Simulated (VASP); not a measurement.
Input of a VASP 6.6.1 run:

INCAR

```
SYSTEM = LaSb
PREC = Accurate
ENCUT = 520
EDIFF = 1E-7
ISMEAR = 1
SIGMA = 0.1
LREAL = .FALSE.
LASPH = .TRUE.
NELM = 80
ALGO = Normal
ISIF = 2
LWAVE = .FALSE.
LCHARG = .FALSE.
MAGMOM = 0 0 0 0 0 0
LORBIT = 11
LSORBIT = .TRUE.
GGA_COMPAT = .FALSE.
LMAXMIX = 6
GGA = PS
NBANDS = 28
KPAR = 4
```

KPOINTS

```
regular mesh
0
G
  10 10 10
  0 0 0
```

The input POSCAR:

```
LaSb                                    
1.0
    0.0000000000      3.2261452829      3.2261452829
    3.2261452829      0.0000000000      3.2261452829
    3.2261452829      3.2261452829      0.0000000000
  La              Sb            
     1     1
Direct
     0.0000000000000000    0.0000000000000000    0.0000000000000000
     0.5000000000000000    0.5000000000000000    0.5000000000000000
```

The input KPOINTS_OPT:

```
explicit points
202
Reciprocal
 0.0000000000  0.0000000000  0.0000000000 1
 0.0555555556  0.0000000000  0.0555555556 1
 0.1111111111  0.0000000000  0.1111111111 1
 0.1666666667  0.0000000000  0.1666666667 1
 0.2222222222  0.0000000000  0.2222222222 1
 0.2777777778  0.0000000000  0.2777777778 1
[... 194 lines left out ...]
 0.4872183200  0.0127816800  0.5000000000 1
 0.5127816800 -0.0127816800  0.5000000000 1
```

Potentials or basis: VASP PAW PBE potentials, release 64 (La, Sb).

Run with:

```sh
$ cat potpaw_PBE.64/La/POTCAR potpaw_PBE.64/Sb/POTCAR > POTCAR
$ mpirun -np 4 vasp_ncl > vasp.out
```

(1) Predict the pressure.

## Answers

(1) -0.1 GPa.

Caveat: the PAW data sets were made with another functional, which shifts forces and pressure a little.
